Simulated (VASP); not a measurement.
Input:

```
CELL_PARAMETERS angstrom
      0.00000     2.45244     2.45244
      2.45244     0.00000     2.45244
      2.45244     2.45244     0.00000
ATOMIC_POSITIONS crystal
  Y  0.00000 0.00000 0.00000
  N  0.50000 0.50000 0.50000
```

Level of theory: PBE GGA, VASP's PBE PAW potentials (set 64) (plane waves; VASP). Numerical set-up: 520 eV cut-off, 10×10×10 Γ-centred mesh, tetrahedra with Blöchl corrections, potentials Y_sv N.

Problem. Tabulate the total density of states (states/eV per cell) against energy (eV; zero at the valence-band maximum or, without a gap, the Fermi level).

Solution. 
(E (eV), DOS (states/eV)): (-9.97, 0.00); (-9.73, 0.00); (-9.49, 0.00); (-9.25, 0.00); (-9.01, 0.00); (-8.77, 0.00); (-8.65, 0.00); (-8.41, 0.00); (-8.17, 0.00); (-7.93, 0.00); (-7.69, 0.00); (-7.45, 0.00); (-7.21, 0.00); (-6.97, 0.00); (-6.73, 0.00); (-6.49, 0.00); (-6.25, 0.00); (-6.01, 0.00); (-5.89, 0.00); (-5.65, 0.00); (-5.41, 0.00); (-5.17, 0.00); (-4.93, 0.00); (-4.69, 0.00); (-4.45, 0.00); (-4.21, 0.00); (-3.97, 0.05); (-3.73, 0.31); (-3.49, 0.53); (-3.25, 1.08); (-3.13, 1.29); (-2.89, 1.33); (-2.65, 1.50); (-2.41, 1.00); (-2.17, 1.36); (-1.93, 3.55); (-1.69, 4.38); (-1.45, 3.00); (-1.21, 2.22); (-0.97, 1.71); (-0.73, 1.22); (-0.49, 0.48); (-0.37, 0.25); (-0.13, 0.04); (0.11, 0.00); (0.35, 0.01); (0.59, 0.05); (0.83, 0.11); (1.07, 0.17); (1.31, 0.22); (1.55, 0.27); (1.79, 0.33); (2.03, 0.39); (2.27, 0.44); (2.39, 0.47); (2.63, 0.55); (2.87, 0.67); (3.11, 0.80); (3.35, 0.82); (3.59, 0.90)
Within 2 eV below the valence-band maximum the largest weight inside VASP's projection spheres is N p, then Y d.

The compound is YN in the rock salt structure. It was relaxed first.
